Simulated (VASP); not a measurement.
Calculation: PBEsol GGA, VASP's PBE PAW potentials (set 64) (plane waves; VASP).

Input for VASP

POSCAR:
```
LaSb
1
    0.0000000000     3.2266290000     3.2266290000
    3.2266290000     0.0000000000     3.2266290000
    3.2266290000     3.2266290000     0.0000000000
Sb La
1 1
Direct
  0.0000000000   0.0000000000   0.0000000000
  0.5000000000   0.5000000000   0.5000000000
```

File KPOINTS:
```
kpoints
0
gamma
5 5 5
0 0 0
```

INCAR:
```
ALGO = Normal
EDIFF = 1E-6
ENCUT = 300
GGA = PS
ISIF = 2
ISMEAR = -1
LASPH = .TRUE.
LCHARG = .FALSE.
LMAXMIX = 6
LREAL = .FALSE.
LWAVE = .FALSE.
NELM = 100
PREC = Accurate
SIGMA = 0.05
SYSTEM = LaSb
```

POTCAR, in this order: Sb La (PBE.64 set). Program: vasp_std.

Unless said otherwise, spin-orbit coupling is left out, though it shifts the bands of the heavy elements here.

**Question.** Estimate the energy per atom (σ→0), band gap (on the k-mesh).

**Answer.** 
| Property | Result |
|---|---|
| energy per atom (σ→0) | -6.196 eV/atom |
| band gap (on the k-mesh) | none (metal, semimetal or under 0.01 eV) |

File OSZICAR:
```
...
DAV:   7    -0.123953660323E+02    0.14212E-01   -0.49579E-02   400   0.169E+00    0.661E-01
DAV:   8    -0.123961043704E+02   -0.73834E-03   -0.78315E-03   416   0.848E-01    0.105E-01
DAV:   9    -0.123962081289E+02   -0.10376E-03   -0.11749E-03   440   0.342E-01    0.614E-02
DAV:  10    -0.123962644895E+02   -0.56361E-04   -0.17680E-04   400   0.118E-01    0.190E-02
DAV:  11    -0.123962759374E+02   -0.11448E-04   -0.72428E-05   400   0.752E-02    0.504E-03
DAV:  12    -0.123962779401E+02   -0.20027E-05   -0.10471E-05   456   0.212E-02    0.445E-03
DAV:  13    -0.123962779623E+02   -0.22190E-07   -0.63625E-06   360   0.177E-02
   1 F= -.12396278E+02 E0= -.12392475E+02  d E =-.760556E-02
```

The structure was generated: LaSb was put into an ordered model structure, which need not be its known phase. The cell was not relaxed at this level. The k-mesh is coarse (spacing up to 0.34 per Å, 2π included), so the numbers may not be converged in it.
